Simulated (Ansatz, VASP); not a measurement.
# Cross-check of GdP between VASP and Ansatz

Wanted: the spread between two codes on one cell, functional and k mesh. The cell is taken from a series of runs on this material, whose earlier steps may have relaxed, scaled, displaced or heated it; both programs get it as it stands.

Calculated with Ansatz 0.2.0; plane waves, with VASP 6.6.1 beside it; relaxation of cell and atoms at PBEsol, DFT+U and zone-centre phonons at PBEsol, DFT+U.

**1. Starting point**

The structure is cubic, space group Fm-3m (No. 225). Conventional cell: a = 5.665 Å, b = 5.665 Å, c = 5.665 Å, α = 90.00°, β = 90.00°, γ = 90.00°. Nearest to Gd lie 6 P at 2.83 Å. P has 6 Gd at 2.83 Å nearest. Farther neighbours are not listed.

**2. Ansatz: relaxation of cell and atoms, PBEsol, DFT+U**

Ansatz runs on its default PAW (the set named soft_2) files.

The relaxed volume is the usual yardstick between codes: in a stiff, nearly cubic crystal its relative difference is about their pressure difference at one cell divided by the bulk modulus.

input.yaml reads:

```yaml
crystal:
  lattice:
    - [0.0, 2.8323918353, 2.8323918353]
    - [2.8323918353, 0.0, 2.8323918353]
    - [2.8323918353, 2.8323918353, 0.0]
  atoms:
    - { symbol: Gd, position: [0.0, 0.0, 0.0], spin: 7.7 }
    - { symbol: P, position: [0.5, 0.5, 0.5], spin: -0.11 }
kpoints:
  mp_grid: { grid: [12, 12, 12] }
hamiltonian:
  xc: pbesol
  hubbard: { sites: [{ species: Gd, l: f, u_eff: 6.0 }] }
scf:
  occupations: { method: gaussian, width: 0.15 }
output:
  forces: true
  stress: true
  eigenvalues: true
  populations: true
magnetization:
  spin_polarized: true
relax:
  adjacent_minimum: "off"
  f_tol: 0.001
  max_steps: 60
  cell: { stress_tol: 0.01 }
```

Run with:

```bash
$ ansatz run input.yaml --threads 8 --pin off --max-ram 14336MiB --backend cpu --events-out ev --progress --plain --runs-dir out
```

Numbers of over 12 decimals in the logs are rounded to 6 here.

Output:

```text
Gd: projections on atomic orbitals take those of the free atom [Kr 4d10] 4f7 5s2 5p6 5d1 6s2, of charge +0.00 (hamiltonian.pseudopotentials.projection_atoms); the dataset's partial waves leave at most 2.5e-4 of an orbital's norm unspanned inside its sphere
P: projections on atomic orbitals take those of the free atom [Ne] 3s2 3p3, of charge +0.00 (hamiltonian.pseudopotentials.projection_atoms); the dataset's partial waves leave at most 1.0e-7 of an orbital's norm unspanned inside its sphere
Engine: ansatz 0.2.0, x86_64-unknown-linux-gnu
Pseudopotentials: kind: paw
Pseudopotential: Gd, paw, valence charge 18, recommended cutoff 420 eV (normal), Gd.paw.azcp
Pseudopotential: P, paw, valence charge 5, recommended cutoff 420 eV (normal), P.paw.azcp
Functional definition: PBEsol
  exchange = pbesol_x
  correlation = pbesol_c
Crystal: 2 atoms, lattice volume = 45.445 Å³
Basis set: ecut = 420 eV, 893 PW (Γ), exchange–correlation on 54×54×54 points (8 copies of the dense FFT grid, shifted against one another)
Bands: 20, of which v1, the nominal top of the filled ones, is band 12 counted from 1 (11 counted from 0)
Symmetry: 48 space group operations
Space group: Fm-3m (ITA 225), of the structure as read, at distance tolerance 3.6e-5 Å
Magnetic group: BNS 225.116 (UNI 1618), of the structure as read, at distance tolerance 3.6e-5 Å
k-points: 72 of 1728
Non-local potential: Gd, projectors of the file, l = 0: 3, l = 1: 2, l = 2: 2, l = 3: 3
Non-local potential: P, projectors of the file, l = 0: 2, l = 1: 2, l = 2: 2
PAW form: soft (Blöchl's): semilocal exchange-correlation on the pseudo side does not see the compensation charge
PAW frozen core: Gd, regenerated for the run's functional, and the local potential with it (the file was generated under x = pbe(κ = 0.804, μ = 0.219515), c = pbe(β = 0.066725))
PAW frozen core: P, regenerated for the run's functional, and the local potential with it (the file was generated under x = pbe(κ = 0.804, μ = 0.219515), c = pbe(β = 0.066725))
PAW one-centre angular grid: Gd, 590 points (default); XC on 64 Gauss nodes
PAW one-centre angular grid: P, 110 points (default); XC on 64 Gauss nodes
Initial density: superposition of atomic densities (chi_scale 0.1, normalization cell, long waves kept (reshape's long-wave potential 0.00 eV rms))
Starting moments: Σ|m| = 7.81 μB on 2 of 2 sites
Initial wavefunctions: pseudopotential atomic-orbital guess
Functional: x = pbesol(κ = 0.804, μ = 0.123457), c = pbesol(β = 0.046)
iter 1 solved again at ethr=2.60e-3 eV; its pass at ethr=3.10e-3 eV (dr2=5.97e-1 eV) is discarded
SCF iter   1: F=—  HF=-9970.075229 eV  |F-HF|=—  |Δ(HF+E_count)|=         —  Δρ=4.49e-2 (↑1.86e-2 ↓4.49e-2)  dr2=5.95e-1  dr2_m=3.36e-1  M=7.000 μB ∫|m|=7.182 μB  β_m=0.30  ethr=2.60e-3  ⟨swp⟩=1.0  Hψ=18444  notcnv=0
Mixer restart at iter 1: flushing history
preconditioner: auto → none  [insulator: Δε(μ)=0.197 eV  Ē_g=13.671 eV  σ=0.150 eV  W_gap=0.52  n_scr=14 (ndim 8)  ℏωp=25.2 eV  f_vac=0.000  D(μ)=0.13/eV (n_scr^D=0)  ε∞_Penn≈4.4]
SCF iter   2: F=—  HF=-9970.485020 eV  |F-HF|=—  |Δ(HF+E_count)|=   4.10e-1  Δρ=3.11e-2 (↑1.73e-2 ↓3.11e-2)  dr2=1.19e-1  dr2_m=2.09e-1  M=6.996 μB ∫|m|=7.202 μB  β_m=0.59  ethr=2.59e-3  ⟨swp⟩=3.1  Hψ=5846  notcnv=0  defer=4
preconditioner: auto → Kerker (q_TF=auto, 2.436 Å⁻¹)  [metal: Δε(μ)=0.061 eV  Ē_g=13.726 eV  σ=0.150 eV  W_gap=0.22  n_scr=14 (ndim 8)  ℏωp=25.2 eV  f_vac=0.000  D(μ)=0.17/eV (n_scr^D=0)]
spin=Collinear: Kerker preconditioning applied to the charge; magnetization (m = ρ↑ − ρ↓) channel mixes plain (no charge-response kernel on spin).
SCF iter   3: F=—  HF=-9971.043644 eV  |F-HF|=—  |Δ(HF+E_count)|=   5.59e-1  Δρ=9.61e-3 (↑3.67e-3 ↓9.61e-3)  dr2=2.72e-2  dr2_m=1.20e-2  M=7.000 μB ∫|m|=7.222 μB  β_m=0.63  ethr=5.17e-4  ⟨swp⟩=2.6  Hψ=6243  notcnv=0  defer=59
SCF iter   4: F=—  HF=-9971.106809 eV  |F-HF|=—  |Δ(HF+E_count)|=   6.32e-2  Δρ=2.24e-3 (↑2.22e-3 ↓2.24e-3)  dr2=5.32e-3  dr2_m=1.38e-3  M=7.000 μB ∫|m|=7.221 μB  β_m=0.64  ethr=1.18e-4  ⟨swp⟩=2.7  Hψ=5731  notcnv=0  defer=135
SCF iter   5: F=—  HF=-9971.109709 eV  |F-HF|=—  |Δ(HF+E_count)|=   2.90e-3  Δρ=4.51e-4 (↑4.44e-4 ↓4.51e-4)  dr2=1.51e-4  dr2_m=3.75e-5  M=7.000 μB ∫|m|=7.216 μB  β_m=0.82  ethr=2.31e-5  ⟨swp⟩=2.2  Hψ=5800  notcnv=0  defer=133
SCF iter   6: F=—  HF=-9971.109676 eV  |F-HF|=—  |Δ(HF+E_count)|=   3.21e-5  Δρ=2.34e-4 (↑6.34e-5 ↓2.34e-4)  dr2=2.80e-5  dr2_m=4.16e-6  M=7.000 μB ∫|m|=7.213 μB  β_m=0.86  ethr=6.55e-7  ⟨swp⟩=2.0  Hψ=4554  notcnv=0  defer=132
SCF iter   7: F=—  HF=-9971.109693 eV  |F-HF|=—  |Δ(HF+E_count)|=   1.64e-5  Δρ=2.45e-5 (↑2.10e-5 ↓2.45e-5)  dr2=7.58e-7  dr2_m=3.92e-8  M=7.000 μB ∫|m|=7.213 μB  β_m=0.93  ethr=1.22e-7  ⟨swp⟩=2.2  Hψ=4388  notcnv=0  defer=132
SCF iter   8: F=—  HF=-9971.109694 eV  |F-HF|=—  |Δ(HF+E_count)|=   6.42e-7  Δρ=9.02e-6 (↑5.92e-6 ↓9.02e-6)  dr2=7.21e-8  dr2_m=1.27e-8  M=7.000 μB ∫|m|=7.213 μB  β_m=0.96  ethr=3.30e-9  ⟨swp⟩=2.0  Hψ=4499  notcnv=0  defer=132
SCF iter   9: F=-9971.109694 eV  HF=-9971.109694 eV  |F-HF|=9.82e-11  |Δ(HF+E_count)|=   4.55e-8  Δρ=1.75e-6 (↑1.10e-6 ↓1.75e-6)  dr2=4.11e-9  dr2_m=2.07e-10  M=7.000 μB ∫|m|=7.213 μB  ethr=3.13e-10  ⟨swp⟩=7.2  Hψ=14795  notcnv=0
SCF 1 converged in 9 iterations: F = -9971.109694 eV  dr2 = 4.11e-9
  greatest PAW one-centre occupation: 0.998 electrons in one spin orbital (limit 2), on the Gd atom at site 0 (counted from 0), in its partial waves of l = 0
relax step   1: F+E_penalty+E_count = -9971.10969358 eV  Δ(F+E_penalty+E_count) = +0.000e0 eV  max|allowed force component| = 3.008e-30 eV/Å  Δτ_max = 0.0000 Å  P = +0.001 GPa  Ω = 45.445 Å³  (9 SCF iters, dr2 threshold 1.00e-7 eV, accepted)
Initial density: handed on by an earlier stage of this run
Starting moments: Σ|m| = 7.81 μB on 2 of 2 sites; this step starts from the density that it was given
Initial wavefunctions: pseudopotential atomic-orbital guess (no wavefunctions were taken with the density)
iter 1 solved again at ethr=1.36e-8 eV; its pass at ethr=3.10e-3 eV (dr2=3.12e-6 eV) is discarded
SCF iter   1: F=—  HF=-9971.109693 eV  |F-HF|=—  |Δ(HF+E_count)|=         —  Δρ=1.69e-6 (↑1.11e-6 ↓1.69e-6)  dr2=3.98e-9  dr2_m=1.94e-10  M=7.000 μB ∫|m|=7.213 μB  β_m=0.30  ethr=1.36e-8  ⟨swp⟩=5.0  Hψ=25744  notcnv=0
preconditioner: auto → Kerker (q_TF=auto, 2.436 Å⁻¹)  [metal: Δε(μ)=0.084 eV  Ē_g=14.029 eV  σ=0.150 eV  W_gap=0.29  n_scr=14 (ndim 8)  ℏωp=25.2 eV  f_vac=0.000  D(μ)=0.23/eV (n_scr^D=0)]
spin=Collinear: Kerker preconditioning applied to the charge; magnetization (m = ρ↑ − ρ↓) channel mixes plain (no charge-response kernel on spin).
SCF iter   2: F=—  HF=-9971.109694 eV  |F-HF|=—  |Δ(HF+E_count)|=   2.20e-7  Δρ=1.40e-6 (↑9.17e-7 ↓1.40e-6)  dr2=2.97e-9  dr2_m=9.31e-11  M=7.000 μB ∫|m|=7.213 μB  β_m=0.65  ethr=1.73e-11  ⟨swp⟩=2.8  Hψ=4704  notcnv=0
SCF iter   3: F=—  HF=-9971.109694 eV  |F-HF|=—  |Δ(HF+E_count)|=  9.57e-10  Δρ=4.31e-7 (↑3.69e-7 ↓4.31e-7)  dr2=3.95e-10  dr2_m=7.40e-12  M=7.000 μB ∫|m|=7.213 μB  β_m=0.68  ethr=1.29e-11  ⟨swp⟩=2.8  Hψ=4426  notcnv=0
SCF iter   4: F=—  HF=-9971.109694 eV  |F-HF|=—  |Δ(HF+E_count)|=  1.16e-10  Δρ=1.28e-7 (↑1.28e-7 ↓1.18e-7)  dr2=3.41e-11  dr2_m=8.82e-13  M=7.000 μB ∫|m|=7.213 μB  β_m=0.84  ethr=1.72e-12  ⟨swp⟩=2.1  Hψ=3745  notcnv=0
SCF iter   5: F=—  HF=-9971.109694 eV  |F-HF|=—  |Δ(HF+E_count)|=  3.82e-11  Δρ=5.64e-8 (↑5.64e-8 ↓4.94e-8)  dr2=2.95e-12  dr2_m=1.78e-13  M=7.000 μB ∫|m|=7.213 μB  β_m=0.85  ethr=1.48e-13 (applied; sched 1.00e-12)  ⟨swp⟩=2.0  Hψ=4787  notcnv=0
SCF iter   6: F=-9971.109694 eV  HF=-9971.109694 eV  |F-HF|=3.64e-12  |Δ(HF+E_count)|=  1.82e-12  Δρ=1.19e-8 (↑1.12e-8 ↓1.19e-8)  dr2=2.11e-13  dr2_m=8.37e-15  M=7.000 μB ∫|m|=7.213 μB  ethr=1.00e-12  ⟨swp⟩=4.0  Hψ=11486  notcnv=0
SCF 2 converged in 6 iterations: F = -9971.109694 eV  dr2 = 2.11e-13
relax step   2: F+E_penalty+E_count = -9971.10969358 eV  Δ(F+E_penalty+E_count) = -4.402e-10 eV  max|allowed force component| = 1.906e-30 eV/Å  Δτ_max = 0.0000 Å  P = +0.000 GPa  Ω = 45.445 Å³  stress off target by 4.85e-4 GPa  SCF on the basis re-selected at this cell (its energy is not comparable with the rows above)  (6 SCF iters)
basis re-selected at this cell: Δ(F+E_penalty+E_count) = -4.402e-10 eV, ΔP = -0.000 GPa vs the last step (what re-selecting the basis moved, of the pressure what is left beyond the Pulay correction that the steps carried, after the strain that the cell walked since its last selection, with what the two solves' SCF thresholds leave and, on support functions, any second-order correction that the steps lacked; it is no  [...]
SCF converged after 6 iterations
Magnetization: 7.0003 μB (15.0001 up, 7.9999 down)
Absolute magnetization: 7.2126 μB (∫|ρ↑−ρ↓|, with the PAW one-centre terms)
Spin contamination: 0.0254 ħ² per cell (⟨S²⟩ above its minimum at these occupations)
Per-site moments (μB) at R_I (Å): [(7.000616, 1.168362), (-0.099235, 1.168362)]
Free energy (F): -9971.109694 eV
Harris-Foulkes:  -9971.109694 eV  (|F-HF|=3.64e-12)
Internal energy: -9971.107099 eV  (E = F + TS)
E sigma→0 (E₀):  -9971.108396 eV
Entropy (-TS):   -0.002595 eV (-1.297 meV/atom)
Fermi energy:    11.409322 eV
--- Per-component energies (eV) ---
  E_band       = -30.212106
  E_kinetic    = 476.972222
  E_local      = -2206.031818  (includes V_loc(G=0)·N_el)
  E_nonlocal   = 321.905789
  E_hartree    = 912.366138
  E_xc         = -295.107235
  E_vxc        = -316.245238  (∫ρ·V_xc dr)
  E_hubbard    = 0.097945  (on-site DFT+U / exact-exchange correction)
  E_vhub       = -20.868221  (the Hubbard potential's part of the band-sum identity)
  E_paw        = -6898.996983  (= ΣΔE_a)
  E_vpaw       = -110.677120  (= ΣTr[D̂ρ^β])
  E_aug_tail   = 0.000003  (compensation charges beyond the density's cutoff)
  E_ewald      = -2283.020426
  E_core_change = 0.707267  (= ΣΔE_core)
  E_smearing   = -0.002595  (= −TS)
  E_closure    = 0.000000  (closes the sum)
  Σ components = -9971.109694   (vs F -9971.109694, Δ=0.00e0)
--- Forces (eV/Å), atoms counted from 1 ---
  atom   1  Gd     0.00000000     0.00000000     0.00000000
  atom   2  P      0.00000000     0.00000000    -0.00000000
  max |Σ_I F_I| component: 6.18e-30 eV/Å
--- Stress (GPa, compression-positive) ---
        0.000485       0.000000      -0.000000
        0.000000       0.000485       0.000000
        0.000000       0.000000       0.000485
  P = ⅓ Tr σ = 0.0005 GPa (0.005 kbar)
--- Band table (eV; the first three rows and the last of 144) ---
  k-point 0 ↑: bands = [... 8 lower, 4.0659, 4.1510, 4.1510, 4.1510, 12.1279, 12.1279, 12.1279, 12.6037, ... 4 higher]
  k-point 1 ↑: bands = [... 8 lower, 4.0691, 4.1469, 4.1469, 4.1511, 11.3291, 11.5432, 11.5432, 12.7976, ... 4 higher]
  k-point 2 ↑: bands = [... 8 lower, 4.0789, 4.1362, 4.1362, 4.1516, 10.1827, 10.7642, 10.7642, 13.1676, ... 4 higher]
  k-point 71 ↓: bands = [... 8 lower, 14.2718, 14.2718, 15.2820, 15.2854, 15.2854, 15.3614, 15.3798, 15.8263, ... 4 higher]
Occupation matrices written to <dir>
--- Relaxed structure (1 steps of the walk, 1 accepted, 1 SCFs on fresh bases) ---
  F+E_penalty+E_count = -9971.10969358 eV   max|allowed force component| = 1.906e-30 eV/Å   (the final SCF, on the basis selected at the relaxed cell)
  cell:  # Å, volume = 45.4454 Å³
    - [0.0, 2.8323918353, 2.8323918353]
    - [2.8323918353, 0.0, 2.8323918353]
    - [2.8323918353, 2.8323918353, 0.0]
  atoms:
    - { symbol: Gd, position: [0.0, 0.0, 0.0] }
    - { symbol: P, position: [0.5, 0.5, 0.5] }
--- Löwdin populations: 2 sites ---
  site symbol       q [e]    m [muB]
     0     Gd     17.6519     7.1413
     1      P      5.3094    -0.1429
  spilling = 0.001683 (of n_electrons = 23.000000)
```

In the SCF lines HF is the Harris–Foulkes energy and dr2 the Hartree energy of the density residual, in eV; the loop may stop once dr2 is under the threshold and the program's other checks hold. Hψ counts applications of the Hamiltonian.

(Part 1 of 3 ends here.)

[Lines on the potential files, build, host, timing and source positions are cut from VASP's logs without a mark.]

[Logs are printed without paths, hosts, clocks, repeated set-up lines and the standing remarks that a program may print on its own settings, such as how far it seeks lower states.]

[Hosts, paths, dates, database ids (printed as entryN), source tags and the programs' standing remarks are cut or masked in the printed files.]
